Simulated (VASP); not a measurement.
A VASP calculation is set up with these files.

**INCAR**
```
SYSTEM = CuZn
PREC = Accurate
ENCUT = 400
EDIFF = 1E-6
NELM = 100
ALGO = Normal
LREAL = .FALSE.
LASPH = .TRUE.
ISMEAR = 1
SIGMA = 0.1
METAGGA = R2SCAN
LMIXTAU = .TRUE.
LMAXMIX = 4
LWAVE = .FALSE.
LCHARG = .FALSE.
IBRION = 2
ISIF = 3
NSW = 60
EDIFFG = -0.01
```

File KPOINTS:
```
Automatic mesh
0
gamma
 11 11 11
0 0 0
```

### POSCAR
```
CuZn
1
    2.9180713884    -0.0000000000    -0.0000000000
   -0.0000000000     2.9180713884     0.0000000000
   -0.0000000000    -0.0000000000     2.9180713884
Zn Cu
1 1
Direct
  0.5000000000   0.5000000000   0.5000000000
  0.0000000000   0.0000000000   0.0000000000
```

POTCAR, in this order: Zn Cu (PBE.64 set). Program: vasp_std.

### Question
Write an equivalent input for Ansatz.

### Answer
One equivalent input (not run):
Ansatz 0.2 input:
```yaml
crystal:
  lattice:
    - [2.9180714, 0.0000000, 0.0000000]
    - [0.0000000, 2.9180714, 0.0000000]
    - [0.0000000, 0.0000000, 2.9180714]
  atoms:
    - { symbol: Zn, position: [0.5000000, 0.5000000, 0.5000000] }
    - { symbol: Cu, position: [0.0000000, 0.0000000, 0.0000000] }
kpoints:
  mp_grid: { grid: [11, 11, 11] }
hamiltonian:
  xc: r2scan
  pseudopotentials: { kind: paw }
scf:
  occupations: { method: methfessel_paxton, width: 0.1 }
  max_iter: 100
relax:
  max_steps: 60
  f_tol: 0.01
  cell: {}
output: { forces: true, stress: true, eigenvalues: true }
```
What does not carry over: each code has its own PAW files, so the cut-off isn't converted (ENCUT is set for VASP's; basis.ecutwfc is left out, and Ansatz then takes the one that its files recommend); Ansatz stops its SCF on the density residual and VASP on the energy change (EDIFF).

The compound is CuZn in the CsCl type structure. It was relaxed first. The start is the result of an earlier pass.
